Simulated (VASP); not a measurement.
Data:

```
CELL_PARAMETERS angstrom
      0.00000     2.10200     2.10200
      2.10200     0.00000     2.10200
      2.10200     2.10200     0.00000
ATOMIC_POSITIONS crystal
  Mg 0.00000 0.00000 0.00000
  O  0.50000 0.50000 0.50000
```

Method: HSEsol screened hybrid, VASP's PBE PAW potentials (set 64) (plane waves; VASP 6.6.1). Settings: 520 eV cut-off, 8×8×8 Γ-centred mesh, Gaussian smearing of 0.050 eV, potentials Mg O.

Estimate the energy per atom (σ→0), pressure, band gap (on the k-mesh) with the smallest direct gap where there is one.

- band gap (on the k-mesh): 6.46 eV
- smallest direct gap (on the k-mesh): 6.46 eV
- energy per atom (σ→0): -7.350 eV/atom
- pressure: -3.67 GPa

The absolute energy has meaning only against runs of the same code, potentials and settings.

The compound is MgO in the rock salt structure. This cell is one point of a volume scan, at 0.97 of the reference volume. The cell's shape comes from a PBE relaxation.
